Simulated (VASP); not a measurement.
Data:

```
CELL_PARAMETERS angstrom
     -1.43500     1.43500     1.43500
      1.43500    -1.43500     1.43500
      1.43500     1.43500    -1.43500
ATOMIC_POSITIONS crystal
  Fe 0.00000 0.00000 0.00000
```
Starting moments (μB, in the order of the record's atoms Fe): 2.5.

Calculation: vdW-DF2, VASP's PBE PAW potentials (set 64) (plane waves; VASP 6.6.1). Settings: 520 eV cut-off, 16×16×16 Γ-centred mesh, first-order Methfessel-Paxton smearing of 0.10 eV, potentials Fe.

### Question
The ions, cell shape and volume are relaxed. Which structure does the run end with?

### Answer

```
CELL_PARAMETERS angstrom
     -1.44349     1.44349     1.44349
      1.44349    -1.44349     1.44349
      1.44349     1.44349    -1.44349
ATOMIC_POSITIONS crystal
  Fe 0.00000 0.00000 0.00000
```
Space group Im-3m (229), at a tolerance of 0.03 Å. The cell ends with 2.16 μB, on the sites 2.18 μB.

### Question
How do energy and volume change from the first to the last step?

### Answer
The energy (σ→0) changes by -1.9 meV/atom and the volume by +1.8 %, in 3 ionic steps.

The compound is Fe in the bcc structure. This run relaxes it. Symmetry was kept, so distortions that lower it aren't found.
